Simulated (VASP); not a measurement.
Energy against volume of Li$_{2}$O (antifluorite). Computed with optB88-vdW, VASP's PBE PAW potentials (set 64) (plane waves; VASP).

```
V (Å³/atom)  E (eV/atom)
-----------  -----------
7.624           -3.76419
7.868           -3.77125
8.111           -3.77384
8.354           -3.77258
8.598           -3.76804
```

Question: Fit a third-order Birch-Murnaghan equation of state.

Answer: 
```json
{
 "volume_per_atom": "8.15 Å³/atom",
 "bulk_modulus": "82.5 GPa",
 "pressure_derivative_of_the_bulk_modulus": "4.11",
 "lattice_constant_a": "4.607 Å"
}
```

The compound is Li2O in the antifluorite structure. It was relaxed first.
